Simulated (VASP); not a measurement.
# AlInBi: structure and properties in VASP, part 3 of 4

What structure does AlInBi take at this level, and what are its properties? The cell is invented: it takes the structure of a Materials Project entry for In2Bi (space group 187 there), with some of its atoms replaced by other elements, volume scaled by an estimate. It may not be a known or stable phase.

VASP 6.6.1; LAK; plane waves and PAW (Bi_d, In_d, Al); invented cell.

Still holding for the runs below: This run has no spin polarisation. Its electron count is odd, so without a moment it is a metal by construction. The k-mesh is coarse for a metal.

So far. Step 3 (Full relaxation (LAK)): It ends with forces that vanish by symmetry and a pressure of 0.03 GPa. Step 4 (Single point with fields (LAK)): In this run the pressure is 0.01 GPa, small enough to go on. The relaxed cell has a = 5.375, c = 3.314 Å (conventional setting).

## 5. Band structure (LAK)

The mesh alone shows little of the dispersion and can miss band extrema, so KPOINTS_OPT adds a path through the symmetry points after the self-consistent cycle.

The input, INCAR:

```
SYSTEM = AlInBi
PREC = Accurate
ENCUT = 400
EDIFF = 1E-06
NELM = 100
ISMEAR = -1
SIGMA = 0.05
LREAL = .FALSE.
ALGO = Normal
METAGGA = LAK
LASPH = .TRUE.
NBANDS = 28
LORBIT = 11
LWAVE = .FALSE.
LCHARG = .FALSE.
```

The input, POSCAR:

```
AlInBi
1.0
    5.3746310547      0.0000000000      0.0000000000
   -2.6873155273      4.6545666736      0.0000000000
    0.0000000000      0.0000000000      3.3144239153
Bi In Al
1 1 1
Direct
    0.6666666700      0.3333333300      0.5000000000
    0.3333333300      0.6666666700      0.0000000000
    0.0000000000      0.0000000000      0.5000000000
```

The input, KPOINTS:

```
Automatic mesh
0
Gamma
5 5 7
0 0 0
```

The input, KPOINTS_OPT:

```
Line mode
16
Line-mode
Reciprocal
  0.00000000   0.00000000   0.00000000 GAMMA
  0.50000000   0.00000000   0.00000000 M

  0.50000000   0.00000000   0.00000000 M
  0.33333333   0.33333333   0.00000000 K

  0.33333333   0.33333333   0.00000000 K
  0.00000000   0.00000000   0.00000000 GAMMA

  0.00000000   0.00000000   0.00000000 GAMMA
  0.00000000   0.00000000   0.50000000 A

  0.00000000   0.00000000   0.50000000 A
  0.50000000   0.00000000   0.50000000 L

  0.50000000   0.00000000   0.50000000 L
  0.33333333   0.33333333   0.50000000 H

  0.33333333   0.33333333   0.50000000 H
  0.00000000   0.00000000   0.50000000 A

  0.50000000   0.00000000   0.50000000 L
  0.50000000   0.00000000   0.00000000 M

  0.33333333   0.33333333   0.00000000 K
  0.33333333   0.33333333   0.50000000 H
```

Potentials, in the order of the species: Bi_d, In_d and Al (PBE family, release 64).

Command:

```console
mpirun -np 1 vasp_std
```

Log:

```text
[... set-up lines as in an earlier step ...]
 entering main loop
       N       E                     dE             d eps       ncg     rms          rms(c)
DAV:   1     0.351463670737E+03    0.35146E+03   -0.12383E+04  1120   0.107E+03
DAV:   2     0.917964384339E+02   -0.25967E+03   -0.24845E+03  1120   0.323E+02
DAV:   3     0.687458796775E+02   -0.23051E+02   -0.22729E+02  1336   0.109E+02
DAV:   4     0.679064232379E+02   -0.83946E+00   -0.83813E+00  1464   0.222E+01
DAV:   5     0.678664174965E+02   -0.40006E-01   -0.40002E-01  1628   0.432E+00    0.704E+00
DAV:   6     0.805964133480E+02    0.12730E+02   -0.89338E+00  1448   0.376E+01    0.240E+00
DAV:   7     0.806770527639E+02    0.80639E-01   -0.22551E-01  1308   0.493E+00    0.285E+00
DAV:   8     0.806747941837E+02   -0.22586E-02   -0.71492E-02  1420   0.240E+00    0.260E+00
DAV:   9     0.806634598326E+02   -0.11334E-01   -0.47101E-02  1244   0.183E+00    0.116E+00
DAV:  10     0.806678985863E+02    0.44388E-02   -0.12822E-02  1424   0.130E+00    0.580E-01
DAV:  11     0.806683844051E+02    0.48582E-03   -0.25818E-03  1412   0.485E-01    0.418E-01
DAV:  12     0.806681942152E+02   -0.19019E-03   -0.75131E-04  1452   0.330E-01    0.481E-02
DAV:  13     0.806682405966E+02    0.46381E-04   -0.77924E-05  1416   0.603E-02    0.775E-02
DAV:  14     0.806681567885E+02   -0.83808E-04   -0.27864E-05  1376   0.331E-02    0.162E-02
DAV:  15     0.806681644136E+02    0.76251E-05   -0.35447E-06  1384   0.146E-02    0.172E-02
DAV:  16     0.806681767343E+02    0.12321E-04   -0.65884E-07   780   0.591E-03    0.542E-03
DAV:  17     0.806681736762E+02   -0.30581E-05   -0.24129E-06  1152   0.128E-02    0.381E-03
DAV:  18     0.806681706813E+02   -0.29949E-05   -0.21024E-07   676   0.368E-03    0.416E-03
DAV:  19     0.806681716229E+02    0.94159E-06   -0.51628E-08   680   0.174E-03
   1 F= 0.80668172E+02 E0= 0.80674082E+02  d E =-.118209E-01
 Start KPOINTS_OPT (optional k-point list driver)
k-point batch [1-20\144]
       N       E                     dE             ncg
DAV:   1     0.941358379674E+03   -0.49500E+04     1120
DAV:   2    -0.425126641660E+04   -0.51926E+04     1128
DAV:   3    -0.478619373144E+04   -0.53493E+03     1428
DAV:   4    -0.480516015864E+04   -0.18966E+02     1392
DAV:   5    -0.480626886656E+04   -0.11087E+01     1820
DAV:   6    -0.480628489810E+04   -0.16032E-01     1560
DAV:   7    -0.480628543656E+04   -0.53846E-03     1852
DAV:   8    -0.480628545014E+04   -0.13577E-04     1508
DAV:   9    -0.480628545051E+04   -0.37378E-06      996
[...]
k-point batch [141-144\144]
       N       E                     dE             ncg
DAV:   1     0.103466156904E+05   -0.35788E+04      224
DAV:   2     0.931551423754E+04   -0.10311E+04      224
DAV:   3     0.921127776558E+04   -0.10424E+03      264
DAV:   4     0.920749093703E+04   -0.37868E+01      312
DAV:   5     0.920735171046E+04   -0.13923E+00      344
DAV:   6     0.920734977292E+04   -0.19375E-02      348
DAV:   7     0.920734972992E+04   -0.42996E-04      340
DAV:   8     0.920734972851E+04   -0.14133E-05      296
DAV:   9     0.920734972843E+04   -0.75101E-07      204
```

It took 5.6 min on 1 MPI rank of AMD EPYC 9R45, shared host; peak memory 0.18 GiB.

From OUTCAR (step 5):

```text
   k-points           NKPTS =     20   k-points in BZ     NKDIM =     20   number of bands    NBANDS=     28

   NELECT =      31.0000    total number of electrons

 E-fermi :   7.0398

 k-point     1 :       0.0000    0.0000    0.0000
  band No.  band energies     occupation
    ...
     13       3.9321      2.00000
     14       3.9322      2.00000
     15       4.3005      2.00000
     16       5.6425      2.00000
     17       5.6425      2.00000
     18       9.9902      0.00000
     19      13.6621      0.00000
     20      15.0629      0.00000
     21      16.3269      0.00000
     22      16.3269      0.00000
    ...

  Total       -0.0032060     -0.0032060      0.0211747     -0.0000000      0.0000000      0.0000000
  in kB       -0.0619488     -0.0619488      0.4091590     -0.0000000      0.0000000      0.0000000
  external PRESSURE =       0.0950872 kB  Pullay stress =       0.0000000 kB

 POSITION                                       TOTAL-FORCE (eV/Angst)
 -----------------------------------------------------------------------------------
      2.68732      1.55152      1.65721        -0.000000      0.000000      0.000000
     -0.00000      3.10304      0.00000         0.000000      0.000000      0.000000
      0.00000      0.00000      1.65721         0.000000      0.000000      0.000000
 -----------------------------------------------------------------------------------
    total drift:                               -0.000005      0.000001      0.000000

  FREE ENERGIE OF THE ION-ELECTRON SYSTEM (eV)
  ---------------------------------------------------
  free  energy   TOTEN  =        80.6681716229 eV

  energy  without entropy=       80.6799925045  energy(sigma->0) =       80.67408206

[... 8 parts as in an earlier step ...]

[... 8 further parts left out ...]
```

Spin-orbit coupling is off here; with elements this heavy it splits and shifts levels by tenths of an eV or more.

Numbers from this step:

| Property | Result |
| --- | --- |
| SCF cycles | 19 |
| bands | 28 |
| pressure | 0.009509 GPa |

The electronic bands at the labelled points (eV, zero at the Fermi level; # counts the bands kept, so #1 is VASP's band 12):

| point | #2 | #3 | #4 | #5 | #6 | #7 | #8 | #9 |
| --- | --- | --- | --- | --- | --- | --- | --- | --- |
| Γ | -3.11 | -3.11 | -2.74 | -1.40 | -1.40 | 2.95 | 6.62 | 8.02 |
| 0.47 of the way | -4.41 | -3.90 | -1.59 | 0.16 | 1.44 | 3.29 | 6.20 | 7.09 |
| M | -5.17 | -4.43 | 1.44 | 2.23 | 2.89 | 3.90 | 4.15 | 5.25 |
| 0.47 of the way | -6.28 | -2.95 | 0.69 | 1.05 | 3.96 | 4.29 | 4.77 | 5.52 |
| K | -7.22 | -0.76 | -0.62 | -0.20 | 4.05 | 5.50 | 5.57 | 6.12 |
| 0.47 of the way | -5.57 | -2.46 | -2.18 | 1.54 | 2.48 | 3.50 | 4.64 | 7.01 |
| Γ | -3.11 | -3.11 | -2.74 | -1.40 | -1.40 | 2.95 | 6.62 | 8.02 |
| 0.47 of the way | -2.43 | -2.43 | -2.27 | -1.15 | -0.58 | -0.58 | 3.46 | 5.88 |
| A | -2.57 | -1.24 | -1.24 | -1.02 | 0.95 | 1.04 | 2.27 | 2.27 |
| 0.53 of the way | -4.15 | -2.17 | -1.66 | -0.94 | -0.52 | 1.57 | 1.61 | 3.59 |
| L | -4.68 | -3.54 | -1.91 | -1.48 | -0.96 | 1.27 | 3.99 | 5.25 |
| 0.53 of the way | -4.54 | -3.45 | -3.25 | -1.79 | 0.33 | 2.45 | 3.29 | 3.81 |
| H | -4.36 | -3.91 | -3.41 | -2.33 | 1.90 | 2.68 | 2.69 | 3.54 |
| 0.47 of the way | -4.28 | -2.49 | -2.34 | -1.11 | 0.41 | 0.90 | 2.32 | 3.64 |
| A | -2.57 | -1.24 | -1.24 | -1.02 | 0.95 | 1.04 | 2.27 | 2.27 |
| jump to L | -4.68 | -3.54 | -1.91 | -1.48 | -0.96 | 1.27 | 3.99 | 5.25 |
| 0.53 of the way | -4.47 | -3.63 | -0.77 | 0.52 | 2.95 | 3.11 | 3.21 | 3.84 |
| M | -5.17 | -4.43 | 1.44 | 2.23 | 2.89 | 3.90 | 4.15 | 5.25 |
| jump to K | -7.22 | -0.76 | -0.62 | -0.20 | 4.05 | 5.50 | 5.57 | 6.12 |
| 0.47 of the way | -6.42 | -0.94 | -0.54 | 0.44 | 0.53 | 1.74 | 2.66 | 6.17 |
| H | -4.36 | -3.91 | -3.41 | -2.33 | 1.90 | 2.68 | 2.69 | 3.54 |

Of the projections kept (Bi, In, Al), the largest for each band there; the rest of the weight can lie on other orbitals:

| point | #2 | #3 | #4 | #5 | #6 | #7 | #8 | #9 |
| --- | --- | --- | --- | --- | --- | --- | --- | --- |
| Γ | Bi 0.82 | Bi 0.82 | In 0.61 | In 0.63 | In 0.63 | Bi 0.75 | Bi 0.53 | Bi 0.51 |
| M | In 0.58 | Bi 0.62 | Bi 0.62 | In 0.45 | Bi 0.55 | Bi 0.95 | In 0.46 | In 0.57 |
| K | Al 0.58 | Bi 0.47 | In 0.51 | Bi 0.55 | Bi 0.98 | Bi 0.54 | In 0.62 | In 0.60 |
| Γ | Bi 0.82 | Bi 0.82 | In 0.61 | In 0.63 | In 0.63 | Bi 0.75 | Bi 0.53 | Bi 0.51 |
| A | Al 0.45 | Bi 0.88 | Bi 0.88 | Bi 0.53 | In 0.68 | In 0.64 | In 0.98 | In 0.98 |
| L | Bi 0.68 | In 0.85 | Bi 0.78 | In 0.49 | In 0.50 | In 0.88 | Bi 0.54 | Bi 0.57 |

There is no gap at this level.

## 6. Density of states (LAK)

Here the states are counted by energy and projected on the atoms. The mesh is finer than in the run before.

Edit INCAR of step 5 so:

```diff
@@ -5,3 +5,3 @@
 NELM = 100
-ISMEAR = -1
+ISMEAR = -5
 SIGMA = 0.05
@@ -15 +15,2 @@
 LCHARG = .FALSE.
+NEDOS = 2001
```

POSCAR is that of step 5.

The input, KPOINTS:

```
Automatic mesh
0
Gamma
7 7 10
0 0 0
```

Command:

```console
mpirun -np 1 vasp_std
```

Log:

```text
[... set-up lines as in an earlier step ...]
 entering main loop
       N       E                     dE             d eps       ncg     rms          rms(c)
DAV:   1     0.355017013913E+03    0.35502E+03   -0.12433E+04  2704   0.107E+03
DAV:   2     0.931237477832E+02   -0.26189E+03   -0.24956E+03  2728   0.329E+02
DAV:   3     0.688126421749E+02   -0.24311E+02   -0.23921E+02  3272   0.112E+02
DAV:   4     0.679298255373E+02   -0.88282E+00   -0.88229E+00  3452   0.227E+01
DAV:   5     0.678877169319E+02   -0.42109E-01   -0.42230E-01  3876   0.451E+00    0.704E+00
DAV:   6     0.806410979148E+02    0.12753E+02   -0.88910E+00  3464   0.374E+01    0.239E+00
DAV:   7     0.807197914267E+02    0.78694E-01   -0.23182E-01  3048   0.497E+00    0.281E+00
DAV:   8     0.807206064917E+02    0.81506E-03   -0.71333E-02  3412   0.235E+00    0.260E+00
DAV:   9     0.807093765363E+02   -0.11230E-01   -0.48669E-02  3052   0.191E+00    0.113E+00
DAV:  10     0.807140519904E+02    0.46755E-02   -0.13456E-02  3388   0.133E+00    0.586E-01
DAV:  11     0.807142599714E+02    0.20798E-03   -0.27113E-03  3552   0.495E-01    0.506E-01
DAV:  12     0.807141600564E+02   -0.99915E-04   -0.81728E-04  3472   0.341E-01    0.740E-02
DAV:  13     0.807143036150E+02    0.14356E-03   -0.97785E-05  3244   0.714E-02    0.668E-02
DAV:  14     0.807141980645E+02   -0.10555E-03   -0.23250E-05  3208   0.251E-02    0.112E-02
DAV:  15     0.807141844853E+02   -0.13579E-04   -0.19155E-06  3152   0.773E-03    0.854E-03
DAV:  16     0.807141714611E+02   -0.13024E-04   -0.13543E-06  2644   0.892E-03    0.625E-03
DAV:  17     0.807141575228E+02   -0.13938E-04   -0.94720E-07  2264   0.755E-03    0.686E-03
DAV:  18     0.807141543851E+02   -0.31377E-05   -0.26743E-07  1640   0.513E-03    0.821E-04
DAV:  19     0.807141555225E+02    0.11374E-05   -0.10140E-07  1620   0.287E-03    0.296E-03
DAV:  20     0.807141559022E+02    0.37971E-06   -0.47580E-08  1608   0.148E-03
   1 F= 0.80714156E+02 E0= 0.80714156E+02  d E =0.000000E+00
 -----------------------------------------------------------------------------
|                                                                             |
|           W    W    AA    RRRRR   N    N  II  N    N   GGGG   !!!           |
|           W    W   A  A   R    R  NN   N  II  NN   N  G    G  !!!           |
|           W    W  A    A  R    R  N N  N  II  N N  N  G       !!!           |
|           W WW W  AAAAAA  RRRRR   N  N N  II  N  N N  G  GGG   !            |
|           WW  WW  A    A  R   R   N   NN  II  N   NN  G    G                |
|           W    W  A    A  R    R  N    N  II  N    N   GGGG   !!!           |
|                                                                             |
|     Tetrahedron method does not include variations of the Fermi             |
|     occupations, so forces and stress will be inaccurate. We suggest        |
|     using a different smearing scheme ISMEAR = 1 or 2 for metals in         |
|     relaxations.                                                            |
|                                                                             |
 -----------------------------------------------------------------------------
```

Run time: 3.7 min. Hardware: 1 MPI rank; peak memory 0.19 GiB.

From OUTCAR (step 6):

```text
   k-points           NKPTS =     48   k-points in BZ     NKDIM =     48   number of bands    NBANDS=     28

   NELECT =      31.0000    total number of electrons

 E-fermi :   6.8875

 k-point     1 :       0.0000    0.0000    0.0000
  band No.  band energies     occupation
    ...
     13       3.9591      2.00000
     14       3.9592      2.00000
     15       4.2532      2.00000
     16       5.6549      2.00000
     17       5.6549      2.67914
     18      10.0105      0.00000
     19      13.6751      0.00000
     20      15.0689      0.00000
     21      16.3122      0.00000
     22      16.3122      0.00000
    ...

  Total        0.2956397      0.2956397      0.4249373      0.0000000      0.0000000      0.0000000
  in kB        5.7126476      5.7126468      8.2110655      0.0000000      0.0000000      0.0000000
  external PRESSURE =       6.5454533 kB  Pullay stress =       0.0000000 kB

 POSITION                                       TOTAL-FORCE (eV/Angst)
 -----------------------------------------------------------------------------------
      2.68732      1.55152      1.65721        -0.000000     -0.000000      0.000000
     -0.00000      3.10304      0.00000         0.000000     -0.000000      0.000000
      0.00000      0.00000      1.65721        -0.000000      0.000000      0.000000
 -----------------------------------------------------------------------------------
    total drift:                               -0.000006      0.000002      0.000000

  FREE ENERGIE OF THE ION-ELECTRON SYSTEM (eV)
  ---------------------------------------------------
  free  energy   TOTEN  =        80.7141559022 eV

  energy  without entropy=       80.7141559022  energy(sigma->0) =       80.71415590

[... 6 parts as in an earlier step ...]

[... 10 further parts left out ...]
```

With tetrahedra the forces and stress of a metal are not exact derivatives of the energy.

This step gave:

| Item | Value |
| --- | --- |
| SCF cycles | 20 |
| irreducible k-points | 48 |
| free energy (TOTEN) | 80.7142 eV |
| Fermi energy | 6.888 eV |
| pressure | 0.6545 GPa |
| DOS at the Fermi level | 1.261 states/eV/cell |

[end of part 3 of 4]

[Lines on the potential files, build, host, timing and source positions are cut from VASP's logs without a mark.]

[Logs are printed without paths, hosts, clocks, repeated set-up lines and the standing remarks that a program may print on its own settings, such as how far it seeks lower states.]

[Hosts, paths, dates, database ids (printed as entryN), source tags and the programs' standing remarks are cut or masked in the printed files.]

[A measured line is paired with the nearest computed mode of its activity, which favours agreement.]
